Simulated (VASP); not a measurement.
Computed with SCAN meta-GGA, VASP's PBE PAW potentials (set 64) (plane waves; VASP).

The input files of a VASP run:

INCAR:
```
SYSTEM=Li2Se
PREC=Accurate; ENCUT=520; LREAL=.FALSE.
LASPH=.TRUE.
EDIFF=1E-7; NELM=100; ALGO=Normal
LMAXMIX=4; LMIXTAU=.TRUE.
ISMEAR=0; SIGMA=0.05
METAGGA=SCAN
ISIF=2
LWAVE=.FALSE.; LCHARG=.FALSE.
```

### KPOINTS
```
Automatic mesh
0
Gamma
8 8 8
0 0 0
```

**POSCAR**
```
Li2Se
1
    0.0000000000     2.9204189960     2.9204189960
    2.9204189960     0.0000000000     2.9204189960
    2.9204189960     2.9204189960     0.0000000000
Li Se
2 1
Direct
  0.2500000000   0.2500000000   0.2500000000
  0.7500000000   0.7500000000   0.7500000000
  1.0000000000   1.0000000000   1.0000000000
```

POTCAR, in this order: Li_sv Se (PBE.64 set). Program: vasp_std.

Q: What will the output report for the number of irreducible k-points (NKPTS), largest plane-wave count, number of space-group operations, FFT grid (NGX, NGY, NGZ)?

A: 
* **number of irreducible k-points (NKPTS)**: 29
* **largest plane-wave count**: 1363
* **number of space-group operations**: 48
* **FFT grid (NGX, NGY, NGZ)**: 32 × 32 × 32

The compound is Li2Se in the antifluorite structure. This cell is one point of a volume scan, at 0.94 of the reference volume.
